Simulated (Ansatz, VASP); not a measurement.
# MnCuO2 (Crednerite) in two plane-wave programs, part 2 of 3

Wanted: the spread between two codes on one cell, functional and k mesh.  The cell is a member of a volume series, scaled by 0.96 from a relaxed one, so a pressure remains.

VASP 6.6.1 and Ansatz 0.2.0.

So far: Starting point; VASP: single point, PBEsol, DFT+U.

## Step 3: Ansatz: single point, PBEsol, DFT+U

Level of this step: Ansatz beside VASP: Kohn-Sham DFT, plane waves, PBEsol, DFT+U (Ansatz).

Ansatz runs on its default PAW (the set named soft_2) files.

The same cell, functional, mesh and smearing now go to Ansatz, which takes its cutoff from its data sets.

File input.yaml:

```yaml
crystal:
  lattice:
    - [2.7549138794, -1.4386190713, 0.0295719686]
    - [2.7549138794, 1.4386190713, 0.0295719686]
    - [-1.4244704657, 0.0, 5.5646074236]
  atoms:
    - { symbol: Mn, position: [0.0, 0.0, 0.0], spin: 3.909 }
    - { symbol: Cu, position: [0.5, 0.5, 0.5], spin: -0.005 }
    - { symbol: O, position: [0.4021530575, 0.4021530575, 0.1806834249], spin: -0.017 }
    - { symbol: O, position: [0.5978469425, 0.5978469425, 0.8193165751], spin: -0.017 }
hamiltonian:
  xc: pbesol
  pseudopotentials: { kind: paw }
  hubbard:
    sites:
      - { species: Mn, l: d, u_eff: 4.0 }
      - { species: Cu, l: d, u_eff: 5.0 }
magnetization:
  spin_polarized: true
kpoints:
  mp_grid: { grid: [9, 9, 4] }
scf:
  occupations: { method: gaussian, width: 0.05 }
  n_extra_bands: 8
output:
  forces: true
  stress: true
  eigenvalues: true
  write_density: true
  write_potential: true
  elf: true
  volumetric_format: npy
```

Launch:

```bash
ansatz run input.yaml --threads 2 --pin off --max-ram 4608MiB --backend cpu --events-out ev --progress --plain --runs-dir out
```

Numbers of over 12 decimals in the logs are rounded to 6 here.

Log:

```text
Mn: projections on atomic orbitals take those of the free atom [Ne] 3s2 3p6 3d5 4s2, of charge +0.00 (hamiltonian.pseudopotentials.projection_atoms); the dataset's partial waves leave at most 9.0e-7 of an orbital's norm unspanned inside its sphere
Cu: projections on atomic orbitals take those of the free atom [Ne] 3s2 3p6 3d10 4s1, of charge +0.00 (hamiltonian.pseudopotentials.projection_atoms); the dataset's partial waves leave at most 2.0e-6 of an orbital's norm unspanned inside its sphere
O: projections on atomic orbitals take those of the free atom [He] 2s2 2p4, of charge +0.00 (hamiltonian.pseudopotentials.projection_atoms); the dataset's partial waves leave at most 1.9e-8 of an orbital's norm unspanned inside its sphere
scf.n_extra_bands = 8 over 23 filled bands (N_el = 46.0): the run solves 31 bands
Engine: ansatz 0.2.0, aarch64-unknown-linux-gnu
Pseudopotentials: kind: paw
Pseudopotential: Mn, paw, valence charge 15, recommended cutoff 420 eV (normal), Mn.paw.azcp
Pseudopotential: Cu, paw, valence charge 19, recommended cutoff 420 eV (normal), Cu.paw.azcp
Pseudopotential: O, paw, valence charge 6, recommended cutoff 420 eV (normal), O.paw.azcp
Functional definition: PBEsol
  exchange = pbesol_x
  correlation = pbesol_c
Crystal: 4 atoms, lattice volume = 44.229 Å³
Basis set: ecut = 420 eV, 867 PW (Γ), exchange–correlation on 48×48×80 points (8 copies of the dense FFT grid, shifted against one another)
Bands: 31, of which v1, the nominal top of the filled ones, is band 23 counted from 1 (22 counted from 0)
Symmetry: 4 space group operations
Space group: C2/m (ITA 12), of the structure as read, at distance tolerance 3.5e-5 Å
Magnetic group: BNS 12.58 (UNI 65), of the structure as read, at distance tolerance 3.5e-5 Å
k-points: 95 of 324
Non-local potential: Mn, projectors of the file, l = 0: 3, l = 1: 2, l = 2: 3, l = 3: 1
Non-local potential: Cu, projectors of the file, l = 0: 3, l = 1: 2, l = 2: 3, l = 3: 1
Non-local potential: O, projectors of the file, l = 0: 2, l = 1: 2, l = 2: 1
PAW form: soft (Blöchl's): semilocal exchange-correlation on the pseudo side does not see the compensation charge
PAW frozen core: Mn, regenerated for the run's functional, and the local potential with it (the file was generated under x = pbe(κ = 0.804, μ = 0.219515), c = pbe(β = 0.066725))
PAW frozen core: Cu, regenerated for the run's functional, and the local potential with it (the file was generated under x = pbe(κ = 0.804, μ = 0.219515), c = pbe(β = 0.066725))
PAW frozen core: O, regenerated for the run's functional, and the local potential with it (the file was generated under x = pbe(κ = 0.804, μ = 0.219515), c = pbe(β = 0.066725))
PAW one-centre angular grid: Mn, 590 points (default); XC on 64 Gauss nodes
PAW one-centre angular grid: Cu, 590 points (default); XC on 64 Gauss nodes
PAW one-centre angular grid: O, 110 points (default); XC on 64 Gauss nodes
Initial density: superposition of atomic densities (chi_scale 0.1, normalization cell, long waves kept (reshape's long-wave potential 0.18 eV rms))
Starting moments: Σ|m| = 3.948 μB on 4 of 4 sites
Initial wavefunctions: pseudopotential atomic-orbital guess
Functional: x = pbesol(κ = 0.804, μ = 0.123457), c = pbesol(β = 0.046)
SCF iter   1: F=—  HF=-11576.626564 eV  |F-HF|=—  |Δ(HF+E_count)|=         —  Δρ=9.07e-2 (↑9.07e-2 ↓5.21e-2)  dr2=7.26e0  dr2_m=3.42e-1  M=4.000 μB ∫|m|=4.244 μB  β_m=0.30  ethr=3.10e-3  ⟨swp⟩=5.2  Hψ=20363  notcnv=0  defer=31
preconditioner: auto → Kerker (q_TF=auto, 2.746 Å⁻¹)  [metal: Δε(μ)=0.029 eV  Ē_g=12.512 eV  σ=0.050 eV  W_gap=0.31  n_scr=16 (ndim 8)  ℏωp=30.6 eV  f_vac=0.000  D(μ)=1.06/eV (n_scr^D=2)]
spin=Collinear: Kerker preconditioning applied to the charge; magnetization (m = ρ↑ − ρ↓) channel mixes plain (no charge-response kernel on spin).
SCF iter   2: F=—  HF=-11575.811540 eV  |F-HF|=—  |Δ(HF+E_count)|=   8.15e-1  Δρ=3.88e-2 (↑3.88e-2 ↓1.95e-2)  dr2=5.68e-1  dr2_m=2.02e-1  M=4.000 μB ∫|m|=4.324 μB  β_m=0.30  ethr=3.10e-3  ⟨swp⟩=2.9  Hψ=12459  notcnv=0  defer=468
preconditioner: auto → none  [insulator: Δε(μ)=0.060 eV  Ē_g=12.809 eV  σ=0.050 eV  W_gap=0.59  n_scr=16 (ndim 8)  ℏωp=30.6 eV  f_vac=0.000  D(μ)=0.66/eV (n_scr^D=2)  ε∞_Penn≈6.7]
SCF iter   3: F=—  HF=-11575.994754 eV  |F-HF|=—  |Δ(HF+E_count)|=   1.83e-1  Δρ=2.45e-2 (↑2.45e-2 ↓1.56e-2)  dr2=1.10e-1  dr2_m=9.83e-2  M=4.000 μB ∫|m|=4.305 μB  β_m=0.30  ethr=1.23e-3  ⟨swp⟩=2.2  Hψ=7884  notcnv=0  defer=470
SCF iter   4: F=—  HF=-11576.174498 eV  |F-HF|=—  |Δ(HF+E_count)|=   1.80e-1  Δρ=1.37e-2 (↑1.37e-2 ↓1.09e-2)  dr2=1.58e-2  dr2_m=5.16e-2  M=4.000 μB ∫|m|=4.292 μB  β_m=1.00  ethr=2.39e-4  ⟨swp⟩=3.2  Hψ=10295  notcnv=0  defer=475
SCF iter   5: F=—  HF=-11576.268074 eV  |F-HF|=—  |Δ(HF+E_count)|=   9.36e-2  Δρ=4.07e-3 (↑4.07e-3 ↓2.88e-3)  dr2=1.11e-2  dr2_m=6.50e-4  M=4.000 μB ∫|m|=4.300 μB  β_m=0.30  ethr=3.43e-5  ⟨swp⟩=2.5  Hψ=11108  notcnv=0  defer=477
SCF iter   6: F=—  HF=-11576.313074 eV  |F-HF|=—  |Δ(HF+E_count)|=   4.50e-2  Δρ=3.64e-3 (↑3.64e-3 ↓1.49e-3)  dr2=6.57e-3  dr2_m=1.29e-3  M=4.000 μB ∫|m|=4.282 μB  β_m=0.30  ethr=2.42e-5  ⟨swp⟩=2.2  Hψ=8328  notcnv=0  defer=471
Mixer restart at iter 6: flushing history
spin-set hold released at iteration 6 (site moments contracting): the magnetisation degrees of freedom join the quasi-Newton model from the next iteration; the mixer history was flushed
SCF iter   7: F=—  HF=-11576.336642 eV  |F-HF|=—  |Δ(HF+E_count)|=   2.36e-2  Δρ=2.64e-3 (↑2.64e-3 ↓1.55e-3)  dr2=1.10e-3  dr2_m=1.33e-3  M=4.000 μB ∫|m|=4.269 μB  β_m=0.64  ethr=1.43e-5  ⟨swp⟩=2.2  Hψ=8489  notcnv=0  defer=471
SCF iter   8: F=—  HF=-11576.375805 eV  |F-HF|=—  |Δ(HF+E_count)|=   3.92e-2  Δρ=7.98e-3 (↑7.98e-3 ↓2.71e-3)  dr2=4.25e-2  dr2_m=3.74e-3  M=4.000 μB ∫|m|=4.217 μB  β_m=0.48  ethr=2.38e-6  ⟨swp⟩=2.0  Hψ=10797  notcnv=0  defer=471
SCF iter   9: F=—  HF=-11576.369459 eV  |F-HF|=—  |Δ(HF+E_count)|=   6.35e-3  Δρ=1.86e-3 (↑1.66e-3 ↓1.86e-3)  dr2=3.84e-4  dr2_m=1.14e-3  M=4.000 μB ∫|m|=4.211 μB  β_m=0.74  ethr=2.38e-6  ⟨swp⟩=2.4  Hψ=11187  notcnv=0  defer=473
SCF iter  10: F=—  HF=-11576.372478 eV  |F-HF|=—  |Δ(HF+E_count)|=   3.02e-3  Δρ=3.26e-3 (↑3.26e-3 ↓2.49e-3)  dr2=9.73e-3  dr2_m=3.69e-4  M=4.000 μB ∫|m|=4.195 μB  β_m=0.53  ethr=8.36e-7  ⟨swp⟩=2.5  Hψ=11600  notcnv=0  defer=483  recentre
SCF iter  11: F=—  HF=-11576.370556 eV  |F-HF|=—  |Δ(HF+E_count)|=   1.92e-3  Δρ=3.04e-4 (↑2.37e-4 ↓3.04e-4)  dr2=1.66e-5  dr2_m=2.33e-5  M=4.000 μB ∫|m|=4.189 μB  β_m=0.61  ethr=8.36e-7  ⟨swp⟩=2.3  Hψ=11505  notcnv=0  defer=486
SCF iter  12: F=—  HF=-11576.370571 eV  |F-HF|=—  |Δ(HF+E_count)|=   1.45e-5  Δρ=1.34e-4 (↑1.34e-4 ↓6.51e-5)  dr2=5.59e-6  dr2_m=3.09e-6  M=4.000 μB ∫|m|=4.186 μB  β_m=0.66  ethr=3.61e-8  ⟨swp⟩=2.0  Hψ=9693  notcnv=0  defer=486
SCF iter  13: F=—  HF=-11576.370572 eV  |F-HF|=—  |Δ(HF+E_count)|=   8.95e-7  Δρ=8.41e-5 (↑3.12e-5 ↓8.41e-5)  dr2=3.24e-6  dr2_m=7.98e-7  M=4.000 μB ∫|m|=4.186 μB  β_m=0.62  ethr=1.21e-8  ⟨swp⟩=2.4  Hψ=8885  notcnv=0  defer=486
iter 14 met the thresholds in force, and the SCF goes on: an eigenvalue changes by 0.53 meV, over its tolerance of 0.50 meV (output.eigenvalues, Limitations)
SCF iter  14: F=-11576.370571 eV  HF=-11576.370571 eV  |F-HF|=1.43e-8  |Δ(HF+E_count)|=   5.48e-7  Δρ=1.18e-5 (↑8.62e-6 ↓1.18e-5)  dr2=7.98e-9  dr2_m=3.89e-8  M=4.000 μB ∫|m|=4.185 μB  β_m=0.77  ethr=2.17e-10  ⟨swp⟩=10.8  Hψ=42110  notcnv=0
SCF iter  15: F=-11576.370571 eV  HF=-11576.370571 eV  |F-HF|=8.73e-11  |Δ(HF+E_count)|=   2.66e-8  Δρ=2.40e-6 (↑2.40e-6 ↓1.72e-6)  dr2=8.26e-10  dr2_m=1.47e-9  M=4.000 μB ∫|m|=4.185 μB  ethr=1.74e-11  ⟨swp⟩=5.0  Hψ=31958  notcnv=0
SCF 1 converged in 15 iterations: F = -11576.370571 eV  dr2 = 8.26e-10
  greatest PAW one-centre occupation: 1.002 electrons in one spin orbital (limit 2), on the Mn atom at site 0 (counted from 0), in its partial waves of l = 1
SCF converged after 15 iterations
an eigenvalue changed by more than its tolerance at an iteration that met the thresholds in force, so the SCF went on 1 time: the last check found none over its tolerance
Magnetization: 4.0000 μB (25.0000 up, 21.0000 down)
Absolute magnetization: 4.1942 μB (∫|ρ↑−ρ↓|, with the PAW one-centre terms)
Spin contamination: 0.0819 ħ² per cell (⟨S²⟩ above its minimum at these occupations)
Per-site moments (μB) at R_I (Å): [(3.366686, 0.793816), (-0.011362, 0.736168), (-0.0022648, 0.736168), (-0.0022648, 0.736168)]
Free energy (F): -11576.370571 eV
Harris-Foulkes:  -11576.370571 eV  (|F-HF|=8.73e-11)
Internal energy: -11576.370571 eV  (E = F + TS)
E sigma→0 (E₀):  -11576.370571 eV
Fermi energy:    11.540705 eV
--- Per-component energies (eV) ---
  E_band       = -752.156075
  E_kinetic    = 949.361356
  E_local      = -7525.817576  (includes V_loc(G=0)·N_el)
  E_nonlocal   = 744.955240
  E_hartree    = 3191.050470
  E_xc         = -344.457826
  E_vxc        = -443.352170  (∫ρ·V_xc dr)
  E_hubbard    = 2.191359  (on-site DFT+U / exact-exchange correction)
  E_vhub       = -30.052103  (the Hubbard potential's part of the band-sum identity)
  E_paw        = -3208.615920  (= ΣΔE_a)
  E_vpaw       = -829.355632  (= ΣTr[D̂ρ^β])
  E_aug_tail   = 0.005177  (compensation charges beyond the density's cutoff)
  E_ewald      = -5385.489279
  E_core_change = 0.446428  (= ΣΔE_core)
  E_smearing   = -0.000000  (= −TS)
  E_closure    = 0.000000  (closes the sum)
  Σ components = -11576.370571   (vs F -11576.370571, Δ=0.00e0)
--- Forces (eV/Å), atoms counted from 1 ---
  atom   1  Mn    -0.00000000     0.00000000     0.00000000
  atom   2  Cu     0.00000000     0.00000000     0.00000000
  atom   3  O     -0.10887472     0.00000000    -0.61221289
  atom   4  O      0.10887472    -0.00000000     0.61221289
  max |Σ_I F_I| component: 0.00e0 eV/Å
--- Stress (GPa, compression-positive) ---
        5.103469       0.000000       0.109922
        0.000000       5.846760       0.000000
        0.109908       0.000000      16.628271
  P = ⅓ Tr σ = 9.1928 GPa (91.928 kbar)
--- Band table (eV; the first three rows and the last of 190) ---
  k-point 0 ↑: bands = [... 19 lower, 7.7256, 7.9011, 7.9993, 8.5082, 8.5715, 11.3568, 13.0840, 13.5616, ... 4 higher]
  k-point 1 ↑: bands = [... 19 lower, 7.4230, 7.7256, 8.2110, 9.1826, 9.2176, 11.1475, 12.9328, 14.1401, ... 4 higher]
  k-point 2 ↑: bands = [... 19 lower, 7.4167, 7.7213, 8.2169, 9.6544, 9.7504, 10.8200, 12.7606, 15.1830, ... 4 higher]
  k-point 94 ↓: bands = [... 19 lower, 8.9844, 10.1199, 13.3733, 14.5224, 14.6629, 15.0141, 15.1490, 15.4222, ... 4 higher]
Occupation matrices written to <dir>
```

The job ended after 18 s (2 threads of Arm Neoverse V1, shared host; peak memory 0.58 GiB; 35 s of CPU time).

The run ends at a pressure of 9.19 GPa, with forces up to 0.62 eV/Å.

## Step 4: Side by side

Known differences besides the PAW data sets themselves: U acts on the PAW sphere in VASP and on atomic orbitals in Ansatz, so only states and trends compare; the data sets hold 46 valence electrons in Ansatz (default PAW (the set named soft_2) files) and 36 in VASP; the cutoff is 420 eV in Ansatz and 520 eV in VASP; Ansatz makes its cores anew for this functional, VASP keeps those of its PBE data sets; site moments are counted in spheres of each program's own size. Total energies have different zeros and are not compared.

Compared:

| quantity | Ansatz | VASP | difference |
| --- | --- | --- | --- |
| pressure (GPa) | 9.19 | 6.88 | +2.32 |
| gap on the k mesh (eV) | 0.377 | 0.463 | -0.086 |
| total moment (μB) | 4.00 | 4.00 | 0.00 |
| moment on Mn1 (μB) | 3.37 | 3.87 | -0.50 |

Forces (eV/Å; atoms numbered as in POSCAR):

| atom | Ansatz x, y, z | VASP x, y, z |
| --- | --- | --- |
| Mn1 | 0.000, 0.000, 0.000 | 0.000, 0.000, 0.000 |
| Cu2 | 0.000, 0.000, 0.000 | 0.000, 0.000, 0.000 |
| O3 | -0.109, 0.000, -0.612 | -0.159, 0.000, 0.046 |
| O4 | 0.109, 0.000, 0.612 | 0.159, 0.000, -0.046 |

The forces differ by 269 meV/Å r.m.s., which is 397.8 % of the r.m.s. force of 0.07 eV/Å (both taken over all components). Ansatz's pressure holds a Pulay correction of 0.61 GPa; VASP's holds none.

## Step 5: Ansatz: single point, PBEsol, DFT+U

A single point gives forces, pressure and levels at one fixed geometry, so differences don't come from the geometry; what else differs is listed under the comparison. The cell compared in this pair holds 47.92 Å³, against 44.23 Å³ for the pair before.

The cell is a member of a volume series, scaled by 1.04 from a relaxed one, so a pressure remains.

input.yaml, the sections that differ from step 3:

```yaml
crystal:
  lattice:
    - [2.8294068185, -1.4775193665, 0.0303715954]
    - [2.8294068185, 1.4775193665, 0.0303715954]
    - [-1.4629881822, 0.0, 5.7150745454]
  atoms:
    - { symbol: Mn, position: [0.0, 0.0, 0.0], spin: 3.909 }
    - { symbol: Cu, position: [0.5, 0.5, 0.5], spin: -0.005 }
    - { symbol: O, position: [0.4021530575, 0.4021530575, 0.1806834249], spin: -0.017 }
    - { symbol: O, position: [0.5978469425, 0.5978469425, 0.8193165751], spin: -0.017 }
output:
  forces: true
  stress: true
  eigenvalues: true
# hamiltonian, magnetization, kpoints, scf: as in step 3
```

Log:

```text
[...]
Crystal: 4 atoms, lattice volume = 47.915 Å³
Basis set: ecut = 420 eV, 931 PW (Γ), exchange–correlation on 48×48×80 points (8 copies of the dense FFT grid, shifted against one another)
Bands: 31, of which v1, the nominal top of the filled ones, is band 23 counted from 1 (22 counted from 0)
Symmetry: 4 space group operations
[...]
k-point 1 ↑: bands = [... 19 lower, 6.3003, 6.5598, 6.8875, 8.0126, 8.0168, 9.6652, 11.2310, 12.4399, ... 4 higher]
  k-point 2 ↑: bands = [... 19 lower, 6.2990, 6.5569, 6.8297, 8.4065, 8.5249, 9.3607, 11.0706, 13.5223, ... 4 higher]
  k-point 94 ↓: bands = [... 19 lower, 7.7270, 8.7535, 12.2165, 13.2232, 13.3471, 13.6687, 13.6976, 13.9678, ... 4 higher]
Occupation matrices written to <dir>
[key lines of the parts left out:]
SCF converged after 16 iterations
Magnetization: 4.0000 μB (25.0000 up, 21.0000 down)
Free energy (F): -11576.422423 eV
Fermi energy:    9.970036 eV
P = ⅓ Tr σ = -3.6866 GPa (-36.866 kbar)
```

The job ended after 17 s (2 threads; peak memory 0.6 GiB; 32 s of CPU time).

The run ends at a pressure of -3.69 GPa, with forces up to 0.60 eV/Å.

## Step 6: VASP: single point, PBEsol, DFT+U

The same cell, functional, mesh and smearing now go to VASP, with its own data sets and cutoff.

File INCAR:

```
SYSTEM = MnCuO2
PREC = Accurate
ENCUT = 520
EDIFF = 1E-06
NELM = 100
ISMEAR = 0
SIGMA = 0.05
LREAL = .FALSE.
ALGO = Normal
GGA = PS
NBANDS = 26
ISPIN = 2
MAGMOM = 3.909 -0.005 -0.017 -0.017
LDAU = .TRUE.
LDAUTYPE = 2
LDAUL = 2 2 -1
LDAUU = 4 5 0
LDAUJ = 0 0 0
LDAUPRINT = 1
LASPH = .TRUE.
LMAXMIX = 4
LORBIT = 11
LWAVE = .FALSE.
LCHARG = .FALSE.
KPAR = 4
ISIF = 2
```

File POSCAR:

```
MnCuO2
1.0
    2.8294068185     -1.4775193665      0.0303715954
    2.8294068185      1.4775193665      0.0303715954
   -1.4629881822      0.0000000000      5.7150745454
Mn Cu O
1 1 2
Direct
    0.0000000000      0.0000000000      0.0000000000
    0.5000000000      0.5000000000      0.5000000000
    0.4021530575      0.4021530575      0.1806834249
    0.5978469425      0.5978469425      0.8193165751
```

File KPOINTS:

```
Automatic mesh
0
Gamma
9 9 4
0 0 0
```

PAW data sets: Mn_pv, Cu and O (PBE family, release 64).

Launch:

```bash
mpirun -np 4 vasp_std
```

Log:

```text
[banner, memory and clock lines left out]
running    4 mpi-ranks, on    1 nodes
[...]
[... a notice as in an earlier step ...]

 LDA part: xc-table for (Slater+PW92), standard interpolation
 POSCAR, INCAR and KPOINTS ok, starting setup
[...]
entering main loop
       N       E                     dE             d eps       ncg     rms          rms(c)
DAV:   1     0.366246864629E+03    0.36625E+03   -0.18943E+04 10448   0.187E+03
DAV:   2     0.996375557899E+01   -0.35628E+03   -0.33377E+03 10270   0.438E+02
DAV:   3    -0.284765651129E+02   -0.38440E+02   -0.37354E+02 11866   0.155E+02
DAV:   4    -0.297088864347E+02   -0.12323E+01   -0.12280E+01 11642   0.286E+01
[...]
DAV:  13    -0.257324179002E+02   -0.19295E-04   -0.16415E-04 13978   0.239E-01    0.313E-02
DAV:  14    -0.257324278911E+02   -0.99908E-05   -0.16782E-05 14136   0.803E-02    0.110E-02
DAV:  15    -0.257324284709E+02   -0.57980E-06   -0.33874E-06  9640   0.243E-02
   1 F= -.25732428E+02 E0= -.25732428E+02  d E =-.878239E-09  mag=     4.0000
```

OUTCAR, selected parts (step 6):

```text
  Total       -1.1207754     -1.5793870     -2.2885122      0.0000000      0.0000000      0.2047968
  in kB      -37.4763215    -52.8113092    -76.5229332      0.0000000      0.0000000      6.8479642
  external PRESSURE =     -55.6035213 kB  Pullay stress =       0.0000000 kB

 POSITION                                       TOTAL-FORCE (eV/Angst)
 -----------------------------------------------------------------------------------
      0.00000      0.00000      0.00000         0.000000     -0.000000      0.000000
      2.09791      0.00000      2.88791         0.000000      0.000000      0.000000
      2.01137      0.00000      1.05705         0.131193     -0.000000     -0.037881
      2.18445      0.00000      4.71877        -0.131193     -0.000000      0.037881
 -----------------------------------------------------------------------------------
    total drift:                                0.000000     -0.000000      0.000000

  FREE ENERGIE OF THE ION-ELECTRON SYSTEM (eV)
  ---------------------------------------------------
  free  energy   TOTEN  =       -25.7324284709 eV

  energy  without entropy=      -25.7324284700  energy(sigma->0) =      -25.73242847

 magnetization (x)
# of ion       s       p       d       tot
------------------------------------------
    1        0.036   0.032   3.882   3.949
    2        0.010   0.006  -0.031  -0.014
    3        0.005  -0.039   0.000  -0.033
    4        0.005  -0.039   0.000  -0.033
--------------------------------------------------
tot          0.057  -0.039   3.851   3.869

[... 1 part as in an earlier step ...]

[... 2 further parts left out ...]
[key lines of the parts left out:]
E-fermi :   4.5521
```

The run ends at a pressure of -5.56 GPa, with forces up to 0.14 eV/Å.

## Step 7: Side by side

The two programs side by side:

| quantity | Ansatz | VASP | difference |
| --- | --- | --- | --- |
| pressure (GPa) | -3.69 | -5.56 | +1.87 |
| gap on the k mesh (eV) | 0.251 | 0.349 | -0.098 |
| total moment (μB) | 4.00 | 4.00 | 0.00 |
| moment on Mn1 (μB) | 3.49 | 3.95 | -0.46 |

Forces (eV/Å; atoms numbered as in POSCAR):

| atom | Ansatz x, y, z | VASP x, y, z |
| --- | --- | --- |
| Mn1 | 0.000, 0.000, 0.000 | 0.000, 0.000, 0.000 |
| Cu2 | 0.000, 0.000, 0.000 | 0.000, 0.000, 0.000 |
| O3 | 0.159, 0.000, -0.581 | 0.131, 0.000, -0.038 |
| O4 | -0.159, 0.000, 0.581 | -0.131, 0.000, 0.038 |

The forces differ by 222 meV/Å r.m.s., which is 398.0 % of the r.m.s. force of 0.06 eV/Å (both taken over all components). Ansatz's pressure holds a Pulay correction of 0.57 GPa; VASP's holds none.

[end of part 2 of 3]

[Lines on the potential files, build, host, timing and source positions are cut from VASP's logs without a mark.]

[Logs are printed without paths, hosts, clocks, repeated set-up lines and the standing remarks that a program may print on its own settings, such as how far it seeks lower states.]

[Hosts, paths, dates, database ids (printed as entryN), source tags and the programs' standing remarks are cut or masked in the printed files.]
